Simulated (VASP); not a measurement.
Output of a VASP run:

File OSZICAR:
```
       N       E                     dE             d eps       ncg     rms          rms(c)
DAV:   1     0.100421695623E+03    0.10042E+03   -0.80815E+03   520   0.117E+03
DAV:   2    -0.693368704347E+01   -0.10736E+03   -0.10206E+03   575   0.270E+02
DAV:   3    -0.114038188672E+02   -0.44701E+01   -0.44567E+01   620   0.602E+01
DAV:   4    -0.114397131672E+02   -0.35894E-01   -0.35888E-01   677   0.517E+00
DAV:   5    -0.114399267768E+02   -0.21361E-03   -0.21361E-03   628   0.280E-01    0.144E+01
DAV:   6     0.251157798281E+01    0.13952E+02   -0.29338E+01   520   0.853E+01    0.881E+00
DAV:   7     0.235065793127E+01   -0.16092E+00   -0.73658E-01   535   0.120E+01    0.481E+00
DAV:   8     0.261409800759E+01    0.26344E+00   -0.12870E+00   520   0.155E+01    0.184E+00
DAV:   9     0.237679253695E+01   -0.23731E+00   -0.11009E+00   520   0.104E+01    0.822E-01
DAV:  10     0.248280257527E+01    0.10601E+00   -0.13617E-01   520   0.404E+00    0.322E-01
DAV:  11     0.247999104981E+01   -0.28115E-02   -0.16629E-01   520   0.398E+00    0.133E-01
DAV:  12     0.247901985723E+01   -0.97119E-03   -0.14165E-03   605   0.372E-01    0.135E-01
DAV:  13     0.248041350816E+01    0.13937E-02   -0.53024E-04   550   0.322E-01    0.119E-01
DAV:  14     0.247975851347E+01   -0.65499E-03   -0.54992E-03   520   0.926E-01    0.264E-01
DAV:  15     0.247876029719E+01   -0.99822E-03   -0.55147E-04   530   0.315E-01    0.161E-01
DAV:  16     0.247885118633E+01    0.90889E-04   -0.64409E-05   540   0.105E-01    0.103E-01
DAV:  17     0.247881722646E+01   -0.33960E-04   -0.70348E-05   585   0.976E-02    0.146E-02
DAV:  18     0.247882029930E+01    0.30728E-05   -0.38748E-05   525   0.710E-02    0.202E-02
DAV:  19     0.247877875957E+01   -0.41540E-04   -0.12935E-05   530   0.511E-02    0.818E-03
DAV:  20     0.247877643202E+01   -0.23276E-05   -0.63798E-06   530   0.341E-02    0.228E-02
DAV:  21     0.247877366159E+01   -0.27704E-05   -0.14724E-06   545   0.186E-02    0.145E-02
DAV:  22     0.247877372818E+01    0.66585E-07   -0.50132E-07   555   0.979E-03
   1 F= 0.24787737E+01 E0= 0.24787737E+01  d E =-.375797E-12
```

OUTCAR:
```
------------------------ aborting loop because EDIFF is reached ----------------------------------------
  FORCE on cell =-STRESS in cart. coord.  units (eV):
  Direction    XX          YY          ZZ          XY          YZ          ZX
  --------------------------------------------------------------------------------------
  Total        0.5534061      0.5534061      0.5534061      0.0000000      0.0000000     -0.0000000
  in kB       13.2125679     13.2125679     13.2125679      0.0000000      0.0000000     -0.0000000
  external PRESSURE =      13.2125679 kB  Pullay stress =       0.0000000 kB
  volume of cell :       67.11
      direct lattice vectors                 reciprocal lattice vectors
     0.000000000  3.225366643  3.225366643    -0.155021136  0.155021136  0.155021136
     3.225366643  0.000000000  3.225366643     0.155021136 -0.155021136  0.155021136
     3.225366643  3.225366643  0.000000000     0.155021136  0.155021136 -0.155021136
  FREE ENERGIE OF THE ION-ELECTRON SYSTEM (eV)
  ---------------------------------------------------
  free  energy   TOTEN  =         2.4787737282 eV

  energy  without entropy=        2.4787737282  energy(sigma->0) =        2.47877373
```
(Selected blocks of OUTCAR.)

**POSCAR**
```
CdTe
1
    0.0000000000     3.2253666432     3.2253666432
    3.2253666432     0.0000000000     3.2253666432
    3.2253666432     3.2253666432     0.0000000000
Cd Te
1 1
Direct
  0.0000000000   0.0000000000   0.0000000000
  0.2500000000   0.2500000000   0.2500000000
```

**Question.** Reconstruct the remaining input files.

**Answer.** One answer among several that fit: the input of the run itself, MS2 meta-GGA, plane waves, VASP's PBE PAW potentials (set 64).

**INCAR**
```
# general
SYSTEM  = CdTe
PREC    = Accurate
ENCUT   = 520   # plane-wave cut-off (eV)
LREAL   = .False.   # projection in real space or not
LASPH   = .True.   # aspherical one-centre terms

# electronic loop
EDIFF   = 1E-7   # SCF stop (eV)
NELM    = 100
ALGO    = Normal
LMAXMIX = 4   # l cut-off of mixed one-centre charges
LMIXTAU = .True.

# smearing
ISMEAR  = 0   # Gaussian
SIGMA   = 0.05

# functional
METAGGA = MS2

# ions
ISIF    = 2

# output
LWAVE   = .False.
LCHARG  = .False.
```

### KPOINTS
```
Automatic mesh
0
Gamma
7 7 7
0 0 0
```

POTCAR, in this order: Cd Te (PBE.64 set). Program: vasp_std.

The compound is CdTe in the zinc blende structure. This cell is one point of a volume scan, at 0.97 of the reference volume.
